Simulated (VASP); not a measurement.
Sn2GeO3, 6 atoms in the cell. The structure is orthorhombic, space group Pmmm (No. 47). Conventional cell: a = 4.257 Å, b = 4.576 Å, c = 5.239 Å, α = 90.00°, β = 90.00°, γ = 90.00°. Sn (site symmetry mmm) has 2 O at 2.07 Å and 2 Sn at 2.13 Å as nearest neighbours. Sn (site symmetry mmm) has 2 Sn at 2.13 Å and 2 O at 2.29 Å as nearest neighbours. Ge (site symmetry mmm) is surrounded by 4 O at 2.35 Å. Around O (site symmetry mm2) lie 1 O at 1.09 Å. O (site symmetry mmm) is surrounded by 2 Sn at 2.29 Å. The cell was built by a generator and needn't be a form met in nature.

```yaml
Program: VASP 6.6.1
Task: relaxation of cell and atoms
Functional: PBE
Potentials_or_basis: VASP PAW PBE potentials, release 64 (Sn_d, Ge_d, O)
Cutoff: 520 eV
k_mesh: 3 × 3 × 3
Occupations: gaussian, width 0.15 eV
Spin: no spin polarisation
Further_INCAR_settings: PREC = Normal; ALGO = Fast; EDIFF = 0.0001; IBRION = 2; EDIFFG = -0.08; NSW = 24; ISIF = 3
```

Potentials or basis: VASP PAW PBE potentials, release 64 (Sn_d, Ge_d, O).

Run with:

```bash
$ cat potpaw_PBE.64/Sn_d/POTCAR potpaw_PBE.64/Ge_d/POTCAR potpaw_PBE.64/O/POTCAR > POTCAR
$ mpirun -np 2 vasp_std > vasp.out
```

Hardware: 2 MPI ranks on Intel(R) Xeon(R) Platinum 8488C (Sapphire Rapids), with other jobs on the host.

Question: How long does it take, and how much memory?

Answer: Run time: 3.6 min on 2 MPI ranks on Intel(R) Xeon(R) Platinum 8488C (Sapphire Rapids), with other jobs on the host, peak memory 0.17 GiB a rank. Counts: scf iterations 452, k points 8, ion steps 15.
